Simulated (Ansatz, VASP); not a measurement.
BiW in VASP and in Ansatz

```
W Bi
1.0
     3.40312    0.00000    0.00000
     0.00000    3.40312    0.00000
     0.00000    0.00000    3.40312
W Bi
1 1
Direct
  0.00000 0.00000 0.00000
  0.50000 0.50000 0.50000
```

Alike in both runs: task relaxation of cell and atoms; functional LDA; k mesh 11 × 11 × 11; occupations fermi-dirac, width 0.1 eV; no spin polarisation.

|  | VASP | Ansatz |
| --- | --- | --- |
| version | VASP 6.6.1 | Ansatz 0.2.0 |
| potentials or method | VASP PAW LDA potentials, release 64 (W_sv, Bi_d) | PAW with Ansatz's default frozen-core files, scalar-relativistic |
| plane-wave cutoff (eV) | 600 | 420 |
| valence electrons in the cell | 29 | 29 |

```tsv
	VASP	Ansatz	Ansatz less VASP
relaxed volume (Å³/atom)	19.29	19.22	-0.070
relaxed cell length with the largest relative difference (Å)	3.379	3.375	-0.0041
energy change over the relaxation (meV/atom)	-5	-6	-1.7
```
